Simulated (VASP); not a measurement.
Here is the system:

```xyz
3
Lattice="0.0000 2.5105 2.5105 2.5105 0.0000 2.5105 2.5105 2.5105 0.0000" Properties=species:S:1:pos:R:3 pbc="T T T"
Hf     0.0000     0.0000     0.0000
O      1.2553     1.2553     1.2553
O      3.7658     3.7658     3.7658
```

These are PBEsol GGA, VASP's PBE PAW potentials (set 64) (plane waves; VASP 6.6.1) values and carry that method's errors. Numerical set-up: 520 eV cut-off, 9×9×9 Γ-centred mesh, Gaussian smearing of 0.010 eV, potentials Hf_pv O.

**Question.** Give the electronic dielectric tensor ε∞ (DFPT, local fields included).

**Answer.** 
```
5.31  0.00  0.00
0.00  5.31  0.00
0.00  0.00  5.31
```

**Question.** Give the Born effective charges.

**Answer.** 
```
atom   Z*xx   Z*yy   Z*zz   mean
----  -----  -----  -----  -----
Hf1    5.53   5.53   5.53   5.53
O2    -2.76  -2.76  -2.76  -2.76
O3    -2.76  -2.76  -2.76  -2.76
```

**Question.** And the static tensor with the ions free?

**Answer.** 
```
34.0  0.00  0.00
0.00  34.0  0.00
0.00  0.00  34.0
```

**Question.** Which frequencies do the optical Γ-point modes have (no LO-TO splitting)?

**Answer.** 247 (×3), 589 (×3) cm⁻¹.

The compound is HfO2 in the fluorite structure, the high-temperature cubic form, which is unstable at 0 K; the monoclinic form is the stable one. It was relaxed first.
